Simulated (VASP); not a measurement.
Here is the system:

```
CELL_PARAMETERS angstrom
      5.59677     0.00000     0.00000
      0.00000     5.59677     0.00000
      0.00000     0.00000     5.59677
ATOMIC_POSITIONS crystal
  Zn 0.00000 0.00000 0.00000
  Zn 0.50000 0.50000 0.00000
  Zn 0.50000 0.00000 0.50000
  Se 0.23529 0.26471 0.26471
  Se 0.76471 0.73529 0.26471
  Se 0.76471 0.26471 0.73529
  Se 0.23529 0.73529 0.73529
  Be 0.00000 0.50000 0.50000
```

The numbers are results of PBE GGA, VASP's PBE PAW potentials (set 64) (plane waves; VASP 6.6.1), not measurements. Run with 400 eV cut-off, Gaussian smearing of 0.050 eV, potentials Zn Se Be.

Q: Give the energies of bands 23 to 36 at the high-symmetry points, in eV from the valence-band maximum.

A: 
```json
[
 {"band": "23", "Γ": "-2.36", "X": "-2.90", "M": "-3.76", "R": "-4.89"},
 {"band": "24", "Γ": "-2.36", "X": "-2.74", "M": "-2.71", "R": "-1.22"},
 {"band": "25", "Γ": "-2.36", "X": "-2.74", "M": "-2.71", "R": "-1.22"},
 {"band": "26", "Γ": "-1.99", "X": "-2.59", "M": "-2.50", "R": "-1.22"},
 {"band": "27", "Γ": "-1.99", "X": "-2.59", "M": "-2.28", "R": "-0.67"},
 {"band": "28", "Γ": "-1.99", "X": "-1.41", "M": "-1.07", "R": "-0.67"},
 {"band": "29", "Γ": "0.00", "X": "-1.41", "M": "-1.07", "R": "-0.67"},
 {"band": "30", "Γ": "0.00", "X": "-0.97", "M": "-0.95", "R": "-0.59"},
 {"band": "31", "Γ": "0.00", "X": "-0.97", "M": "-0.42", "R": "-0.59"},
 {"band": "32", "Γ": "1.75", "X": "3.72", "M": "3.56", "R": "2.60"},
 {"band": "33", "Γ": "3.02", "X": "3.96", "M": "4.49", "R": "2.60"},
 {"band": "34", "Γ": "3.02", "X": "4.24", "M": "4.49", "R": "2.60"},
 {"band": "35", "Γ": "3.02", "X": "4.28", "M": "4.73", "R": "3.33"},
 {"band": "36", "Γ": "3.21", "X": "5.58", "M": "5.97", "R": "5.93"}
]
```

The gap is direct, 1.75 eV, from the valence maximum at Γ to the conduction minimum at Γ.

The structure was generated: BeZn3Se4 was put into an ordered model structure (P-43m), which need not be its known phase. It was relaxed first.
